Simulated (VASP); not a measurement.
MoI:

```
Mo I
1.0
     3.62326    0.00000    0.00000
     0.00000    3.62326    0.00000
     0.00000    0.00000    5.04208
Mo I
1 1
Direct
  0.50000 0.50000 0.50000
  0.00000 0.00000 0.50000
```

The cell was built by a generator and needn't be a form met in nature.

| Property | Result |
| --- | --- |
| Program | VASP 6.6.1 |
| Task | relaxation of cell and atoms |
| Functional | PBE |
| Dispersion | D3 |
| Potentials or basis | VASP PAW PBE potentials, release 64 (Mo_sv, I) |
| Cutoff | 600 eV |
| k mesh | 7 × 7 × 5 |
| Occupations | fermi-dirac, width 0.05 eV |
| Spin | no spin polarisation |

At the start: pressure 9.1 GPa; volume 33.10 Å³/atom.

Task: Where does the relaxation end?

Result: Over 16 steps the energy falls by 930.1 meV/atom and the volume is 23.00 Å³/atom (-30.5 %); space group P4/mmm (No. 123, to 0.05 Å).

The path:
| step | energy change (eV) | largest force (eV/Å) | pressure (GPa) | volume (Å³) |
| --- | --- | --- | --- | --- |
| 1 | 0.0000 | 0.0000 | 9.15 | 66.19 |
| 2 | 0.1505 | 0.0000 | -8.97 | 84.80 |
| 3 | -0.4050 | 0.0000 | -2.96 | 73.78 |
| 4 | -0.4065 | 0.0000 | -2.52 | 73.37 |
| 5 | -0.4066 | 0.0000 | -2.37 | 73.22 |
| 6 | -0.5595 | 0.0000 | -3.12 | 69.32 |
| 7 | -1.1296 | 0.0000 | -4.89 | 58.91 |
| 8 | -0.4514 | 0.0000 | 34.61 | 37.82 |
| 9 | -1.3495 | 0.0000 | -5.24 | 55.53 |
| 10 | -1.8570 | 0.0000 | -1.39 | 46.71 |
| 11 | -1.8558 | 0.0000 | -0.45 | 46.09 |
| 12 | -1.8397 | 0.0000 | 2.35 | 45.26 |
| 13 | -1.8600 | 0.0000 | 0.36 | 45.83 |
| 14 | -1.8600 | 0.0000 | 0.36 | 45.82 |
| 15 | -1.8594 | 0.0000 | -0.61 | 46.35 |
| 16 | -1.8602 | 0.0000 | 0.02 | 46.00 |

Final structure:
```
Mo I
1.0
     3.85098    0.00000    0.00000
     0.00000    3.85098    0.00000
     0.00000    0.00000    3.10215
Mo I
1 1
Direct
  0.50000 0.50000 0.50000
  0.00000 0.00000 0.50000
```

Caveat: the volume moved by over 15 % at a fixed basis, so the end points are rough; an odd number of electrons without spin polarisation forces a metal; a magnetic or distorted state may lie lower.
